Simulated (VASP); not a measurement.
A run of VASP 6.6.1 is set up as follows.

File INCAR:

```
SYSTEM = Lu
ALGO = Normal
EDIFF = 1E-7
EDIFFG = -0.005
ENCUT = 600
GGA = PS
IBRION = 2
ISIF = 3
ISMEAR = 1
LASPH = .True.
LCHARG = .False.
LREAL = .False.
LWAVE = .False.
NELM = 80
NSW = 90
PREC = Accurate
SIGMA = 0.1
```

KPOINTS

```
k-points
0
Gamma
  12 12 7
  0 0 0
```

Contents of POSCAR:

```
Lu                                      
1.0
    3.4498128027     -0.0000000000      0.0000000000
   -1.7249064014      2.9876255255     -0.0000000000
   -0.0000000000     -0.0000000000      5.3644056388
  Lu            
     2
Direct
     0.3333333332999970    0.6666666667000030    0.2500000000000000
     0.6666666667000030    0.3333333332999970    0.7500000000000000
```

Potentials or basis: VASP PAW PBE potentials, release 64 (Lu).

Run with:

```sh
$ cat potpaw_PBE.64/Lu/POTCAR > POTCAR
$ mpirun -np 1 vasp_std > vasp.out
```

(1) What does it give for the band gap on the k mesh?

Answers

(1) none (metal or under the smearing width).
